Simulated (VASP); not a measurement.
A run of VASP 6.6.1 is set up as follows.

The input INCAR:

```
ALGO = Normal ; EDIFF = 1E-7
ENCUT = 520 ; GGA = PE
ISIF = 2 ; ISMEAR = -1
ISPIN = 2 ; LASPH = True
LCHARG = True ; LELF = True
LMAXMIX = 4 ; LORBIT = 11
LREAL = False ; LVHAR = True
LWAVE = False ; MAGMOM = 0 2 0 0 0
NBANDS = 38 ; NELM = 150
PREC = Accurate ; SIGMA = 0.05
```

KPOINTS

```
k-points
0
Gamma
  6 6 6
```

POSCAR

```
CaCoAu3
1.0
    4.8510400000      0.0000000000      0.0000000000
    0.0000000000      4.8510400000      0.0000000000
    0.0000000000      0.0000000000      4.8510400000
Ca Co Au
1 1 3
Direct
    0.0000000000      0.0000000000      0.0000000000
    0.5000000000      0.5000000000      0.5000000000
    0.0000000000      0.5000000000      0.5000000000
    0.5000000000      0.0000000000      0.5000000000
    0.5000000000      0.5000000000      0.0000000000
```

Potentials or basis: VASP PAW PBE potentials, release 64 (Ca_sv, Co, Au).

Run with:

```bash
$ cat potpaw_PBE.64/Ca_sv/POTCAR potpaw_PBE.64/Co/POTCAR potpaw_PBE.64/Au/POTCAR > POTCAR
$ mpirun -np 1 vasp_std > vasp.out
```

Q: Estimate the site moments.

A: Ca -0.01; Co +1.56; Au +0.03 μB.

Q: What does it give for the net moment?

A: 1.57 μB per cell.

The run has no spin-orbit coupling, so splittings on Au are missing.
